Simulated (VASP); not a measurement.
# KMg6Bi (Amm2) in VASP: reference runs

Aim: a first look at KMg6Bi with PBE, on the cell as given and on a disturbed one.

Program: VASP 6.6.1. These are calculated values, not measurements. Logs are shortened: lines on timing, memory, paths and dates and some standing lists are left out, and cuts for length are marked.

## Step 1: Starting point

Symmetry: Amm2, No. 38, orthorhombic system. Conventional cell: a = 5.338 Å, b = 6.655 Å, c = 12.152 Å, α = 90.00°, β = 90.00°, γ = 90.00°. Bi (site symmetry mm2) has 10 Mg at 3.30 to 3.51 Å and 2 K at 3.33 Å as nearest neighbours. K (site symmetry mm2) is surrounded by 2 Bi at 3.33 Å and 10 Mg at 3.35 to 3.49 Å. Around Mg (site symmetry mm2) lie 10 Mg at 3.30 to 3.58 Å and 2 Bi at 3.42 Å. Mg (site symmetry mm2) is surrounded by 10 Mg at 3.26 to 3.64 Å and 2 K at 3.40 Å. Mg (site symmetry m) is surrounded by 8 Mg at 3.26 to 3.64 Å and 2 Bi at 3.30 Å and 2 K at 3.35 Å. Around Mg (site symmetry m) lie 8 Mg at 3.26 to 3.37 Å and 2 Bi at 3.42 to 3.51 Å and 2 K at 3.44 to 3.49 Å.

The cell comes from a database or a generator and needn't be the stable form of this composition.

## Step 2: Single point, PBE

Contents of INCAR:

```
PREC = Accurate
ENCUT = 520
EDIFF = 1E-7
ISMEAR = -1
SIGMA = 0.05
LREAL = False
LASPH = True
NELM = 60
ALGO = Normal
ISIF = 2
LWAVE = False
LCHARG = False
GGA = PE
NBANDS = 28
```

Contents of KPOINTS:

```
regular mesh
0
Gamma
  5 5 5
```

Contents of POSCAR:

```
KMg6Bi
1.0
    5.3378000000      0.0000000000      0.0000000000
    0.0000000000      3.3275170000      6.0759325000
    0.0000000000     -3.3275170000      6.0759325000
Bi K Mg
1 1 6
Direct
    0.5000000000      0.6636710000      0.6636710000
    0.5000000000      0.1682830000      0.1682830000
    0.0000000000      0.8391120000      0.8391120000
    0.0000000000      0.3417830000      0.3417830000
    0.0000000000      0.3316770000      0.8219250000
    0.0000000000      0.8219250000      0.3316770000
    0.5000000000      0.1701990000      0.6633450000
    0.5000000000      0.6633450000      0.1701990000
```

Potentials or basis: VASP PAW PBE potentials, release 64 (Bi_d, K_sv, Mg).

Launch:

```bash
cat potpaw_PBE.64/Bi_d/POTCAR potpaw_PBE.64/K_sv/POTCAR potpaw_PBE.64/Mg/POTCAR > POTCAR
mpirun -np 1 vasp_std > vasp.out
```

OUTCAR:

```text
PREC = Accurate
   ENCUT = 520
   EDIFF = 1E-7
   ISMEAR = -1
   LREAL = False
   LASPH = True
   NELM = 60
   ISIF = 2
   GGA = PE

 ion  position               nearest neighbor table
   1  0.500  0.664  0.664-   5 3.30   6 3.30   5 3.30   6 3.30   2 3.33   2 3.33   3 3.42   3 3.42
                             8 3.42   7 3.42   7 3.51   8 3.51
   2  0.500  0.168  0.168-   1 3.33   1 3.33   5 3.35   6 3.35   5 3.35   6 3.35   4 3.40   4 3.40
                             8 3.44   7 3.44   8 3.49   7 3.49
   3  0.000  0.839  0.839-   7 3.30   8 3.30   7 3.30   8 3.30   4 3.33   4 3.33   5 3.35   6 3.35
                             1 3.42   1 3.42   5 3.58   6 3.58
   4  0.000  0.342  0.342-   7 3.26   8 3.26   7 3.26   8 3.26   5 3.29   6 3.29   3 3.33   3 3.33
                             2 3.40   2 3.40   6 3.64   5 3.64
   5  0.000  0.332  0.822-   6 3.26   4 3.29   1 3.30   1 3.30   7 3.30   7 3.30   3 3.35   2 3.35
                             2 3.35   6 3.39   3 3.58   4 3.64
   6  0.000  0.822  0.332-   5 3.26   4 3.29   1 3.30   1 3.30   8 3.30   8 3.30   3 3.35   2 3.35
                             2 3.35   5 3.39   3 3.58   4 3.64
   7  0.500  0.170  0.663-   4 3.26   4 3.26   8 3.28   3 3.30   3 3.30   5 3.30   5 3.30   8 3.37
                             1 3.42   2 3.44   2 3.49   1 3.51
   8  0.500  0.663  0.170-   4 3.26   4 3.26   7 3.28   3 3.30   3 3.30   6 3.30   6 3.30   7 3.37
                             1 3.42   2 3.44   2 3.49   1 3.51

  LATTYP: Found a base centered orthorhombic cell.
 ALAT       =     6.6550340000
 B/A-ratio  =     1.8259658779
 C/A-ratio  =     0.8020695311

  Lattice vectors:

 A1 = (   0.0000000000,   3.3275170000,  -6.0759325000)
 A2 = (   0.0000000000,   3.3275170000,   6.0759325000)
 A3 = (   5.3378000000,   0.0000000000,   0.0000000000)

Analysis of symmetry for initial positions (statically):
=====================================================================
 Subroutine PRICEL returns:
 Original cell was already a primitive cell.

 Routine SETGRP: Setting up the symmetry group for a
 base centered orthorhombic supercell.

 Subroutine GETGRP returns: Found  4 space group operations
 (whereof  4 operations were pure point group operations)
 out of a pool of  8 trial point group operations.

The static configuration has the point symmetry C_2v.

Analysis of symmetry for dynamics (positions and initial velocities):
=====================================================================
 Subroutine PRICEL returns:
 Original cell was already a primitive cell.

 Routine SETGRP: Setting up the symmetry group for a
 base centered orthorhombic supercell.

 Subroutine GETGRP returns: Found  4 space group operations
[... 125 lines left out ...]
   PSTRESS=    0.0 pullay stress
   NELECT =      36.0000    total number of electrons
   NUPDOWN=      -1.0000    fix difference up-down
   EMIN   =  10.00;   EMAX   =-10.00  energy-range for DOS
   EFERMI =   0.00;   METHOD = LEGACY
   ISMEAR =    -1;   SIGMA  =   0.05  broadening in eV -4-tet -1-fermi 0-gaus
   EFERMI_NEDOS =   21; number of points for ismear=-14 and -15
   IALGO  =     38    algorithm
   IMIX   =      4    mixing-type and parameters
     AMIX     =   0.40;   BMIX     =  1.00
     AMIX_MAG =   1.60;   BMIX_MAG =  1.00
  volume/ion in A,a.u.               =      26.98       182.07
  Fermi-wavevector in a.u.,A,eV,Ry     =   0.901157  1.702940 11.049074  0.812084
  Thomas-Fermi vector in A             =   2.024203
   LORBIT       =      0    0 simple, 1 ext, 2 COOP (PROOUT), +10 PAW based schemes
   GGA     = PE    functional components
   LHFCALC =     F    Hartree Fock is set to
   AEXX    =    0.0000 exact exchange contribution
   IVDW    =     0    specifies the selected vdW correction
   LEPSILON=     F    determine dielectric tensor
   LRPA    =     F    only Hartree local field effects (RPA)
 non-spin polarized calculation
  energy-cutoff  :      520.00
  volume of cell :      215.84
 maximum number of plane-waves:      5836
 NGX is ok and might be reduce to    40
   NGX = 19   NGY = 25   NGZ = 25

 number of electron      36.0000003 magnetization

 Free energy of the ion-electron system (eV)
  ---------------------------------------------------
  ext. energy  EPLUGINS =         0.00000000
  ---------------------------------------------------
  free energy    TOTEN  =       -13.38861701 eV

  energy without entropy =      -13.36111898  energy(sigma->0) =      -13.37486800

 E-fermi :   2.8445     XC(G=0):  -8.4635

 val. band max:        2.8178732055   @ k =   0.4000   0.2000  -0.0000
 cond. band min:       2.8497200679   @ k =   0.0000  -0.4000   0.2000
 fundamental gap:      0.0318468624
 Fermi energy:         2.8444713965

 k-point     1 :       0.0000    0.0000    0.0000
  band No.  band energies     occupation
      1     -27.7369      2.00000
      2     -19.6214      2.00000
      3     -19.6107      2.00000
      4     -19.5921      2.00000
      5     -19.5694      2.00000
      6     -19.5605      2.00000
[... 733 lines left out ...]
     27       6.5532      0.00000
     28       6.9818      0.00000

 [... further k-points ...]

------------------------ aborting loop because EDIFF is reached ----------------------------------------

  FORCE on cell =-STRESS in cart. coord.  units (eV):
  Direction    XX          YY          ZZ          XY          YZ          ZX
  --------------------------------------------------------------------------------------
  -------------------------------------------------------------------------------------
  Total       -1.2609414      0.1000964      0.3162004      0.0000000      0.0000000      0.0000000
  in kB       -9.3600887      0.7430252      2.3471859      0.0000000      0.0000000      0.0000000
  external PRESSURE =      -2.0899592 kB  Pullay stress =       0.0000000 kB

 VOLUME and BASIS-vectors are now :
 -----------------------------------------------------------------------------
  energy-cutoff  :      520.00
  volume of cell :      215.84
      direct lattice vectors                 reciprocal lattice vectors
     5.337800000  0.000000000  0.000000000     0.187343100  0.000000000  0.000000000
     0.000000000  3.327517000  6.075932500     0.000000000  0.150262192  0.082291895
     0.000000000 -3.327517000  6.075932500     0.000000000 -0.150262192  0.082291895

 POSITION                                       TOTAL-FORCE (eV/Angst)
 -----------------------------------------------------------------------------------
      2.66890      0.00000      8.06484         0.000000      0.000000     -0.058627
      2.66890      0.00000      2.04495         0.000000      0.000000      0.033723
      0.00000      0.00000     10.19678         0.000000      0.000000      0.098535
      0.00000      0.00000      4.15330         0.000000      0.000000      0.050210
      0.00000     -1.63131      7.00921         0.000000     -0.048289     -0.084627
      0.00000      1.63131      7.00921         0.000000      0.048289     -0.084627
      2.66890     -1.64095      5.06456         0.000000     -0.015348      0.022706
      2.66890      1.64095      5.06456         0.000000      0.015348      0.022706
 -----------------------------------------------------------------------------------
    total drift:                               -0.000000     -0.000000      0.000574

  FREE ENERGIE OF THE ION-ELECTRON SYSTEM (eV)
  ---------------------------------------------------
  free  energy   TOTEN  =       -13.3886170140 eV

  energy  without entropy=      -13.3611189761  energy(sigma->0) =      -13.37486800
```

stdout:

```text
POSCAR found type information on POSCAR BiK Mg
 POSCAR found :  3 types and       8 ions
 scaLAPACK will be used
 LDA part: xc-table for (Slater+PW92), standard interpolation
 POSCAR, INCAR and KPOINTS ok, starting setup
 FFT: planning ... GRIDC
 FFT: planning ... GRID_SOFT
 FFT: planning ... GRID
 WAVECAR not read
 entering main loop
```

It took 2 min on 1 thread of Intel Xeon Platinum 8488C (Sapphire Rapids), shared host; peak memory 0.43 GiB.

Results:

```
Free energy            : -13.3886 eV
Pressure               : -0.2 GPa
Largest force          : 0.099 eV/Å
Band gap on the k mesh : none (metal or under the smearing width)
```

Forces in eV/Å, atoms in the order of the input:
```
Bi   0.000  0.000 -0.059
K    0.000  0.000  0.034
Mg   0.000  0.000  0.099
Mg   0.000  0.000  0.050
Mg   0.000 -0.048 -0.085
Mg   0.000  0.048 -0.085
Mg   0.000 -0.015  0.023
Mg   0.000  0.015  0.023
```

Caveat: spin-orbit coupling is left out, which moves the levels of the heavy elements.

## Step 3: Single point, PBE (atoms moved at random, drawn with an rms of 0.05 Å)

Contents of INCAR:

```
SYSTEM = KMg6Bi
ALGO = Normal
EDIFF = 1E-7
ENCUT = 520
GGA = PE
ISIF = 2
ISMEAR = -1
LASPH = .TRUE.
LCHARG = .FALSE.
LREAL = .FALSE.
LWAVE = .FALSE.
NBANDS = 28
NELM = 80
PREC = Accurate
SIGMA = 0.05
```

Contents of KPOINTS:

```
k-points
0
G
  5 5 5
  0 0 0
```

Contents of POSCAR:

```
KMg6Bi
1.0
    5.3378000000      0.0000000000      0.0000000000
    0.0000000000      3.3275170000      6.0759325000
    0.0000000000     -3.3275170000      6.0759325000
Bi K Mg
1 1 6
Direct
    0.5044480000      0.6674550000      0.6593680000
    0.5008450000      0.1653270000      0.1604060000
    0.0049140000      0.8440880000      0.8413280000
    0.0032800000      0.3409190000      0.3521760000
    0.0005130000      0.3317450000      0.8107260000
    0.0018550000      0.8225030000      0.3361290000
    0.5043790000      0.1689830000      0.6603740000
    0.5020620000      0.6546530000      0.1764190000
```

Potentials or basis: VASP PAW PBE potentials, release 64 (Bi_d, K_sv, Mg).

Launch:

```bash
cat potpaw_PBE.64/Bi_d/POTCAR potpaw_PBE.64/K_sv/POTCAR potpaw_PBE.64/Mg/POTCAR > POTCAR
mpirun -np 1 vasp_std > vasp.out
```

Wall time 4.3 min (1 thread of Intel Xeon Platinum 8488C (Sapphire Rapids), shared host); peak memory 0.58 GiB.

The run converged. Its results:

| Item | Value |
| --- | --- |
| Free energy | -13.3730 eV |
| Pressure | -0.1 GPa |
| Largest force | 0.167 eV/Å |
| Band gap on the k mesh | none (metal or under the smearing width) |

Forces in eV/Å, atoms in the order of the input:
```
Bi  -0.013 -0.079 -0.025
K    0.014  0.064  0.153
Mg  -0.012 -0.078  0.060
Mg  -0.010  0.097 -0.131
Mg   0.021 -0.107  0.052
Mg   0.000  0.077 -0.094
Mg  -0.016 -0.046 -0.037
Mg   0.015  0.073  0.023
```

Stress tensor (GPa, compression positive):
```
-0.91  0.02 -0.01
 0.02  0.39 -0.08
-0.01 -0.08  0.27
```

Levels at points of the mesh, in eV from the Fermi level:
```
           k point  band 16  band 17  band 18  band 19  band 20  band 21
(0.00, 0.00, 0.00)    -1.71    -1.43    -0.34     0.71     1.34     1.78
```

Caveat: spin-orbit coupling is left out, which moves the levels of the heavy elements.
